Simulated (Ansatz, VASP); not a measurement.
# Sc2SiF2 in VASP and in Ansatz

```
Sc Si F
1.0
     3.73667    0.00000    0.00000
    -1.86834    3.23605    0.00000
     0.00000    0.00000   12.99949
Sc Si F
4 2 4
Direct
  0.66667 0.33333 0.87630
  0.33333 0.66667 0.12370
  0.33333 0.66667 0.37630
  0.66667 0.33333 0.62370
  0.00000 0.00000 0.25000
  0.00000 0.00000 0.75000
  0.66667 0.33333 0.05391
  0.33333 0.66667 0.94609
  0.33333 0.66667 0.55391
  0.66667 0.33333 0.44609
```

Alike in both runs: task single point; functional PBE; k mesh 6 × 6 × 2; occupations gaussian, width 0.2 eV; no spin polarisation.

|  | VASP | Ansatz |
| --- | --- | --- |
| version | VASP 6.6.1 | Ansatz 0.2.0 |
| potentials or method | VASP PAW PBE potentials, release 64 (Sc_sv, Si, F) | scalar-relativistic, plane waves, PAW |
| plane-wave cutoff (eV) | 520 | 420 |
| valence electrons in the cell | 80 | 80 |

```tsv
	VASP	Ansatz	Ansatz less VASP
gap on the k mesh at the Fermi level (eV)	none	none	-
pressure (GPa)	0.2	0.0	-0.14
largest component of the traceless stress (GPa)	0.14	0.08	-0.067
rms of the force components (eV/Å)	0.004	0.010	+0.0056
```

Atom by atom the forces differ by 0.007 eV/Å (rms over components). A gap of «none» marks a metal or a gap that the smearing closes.
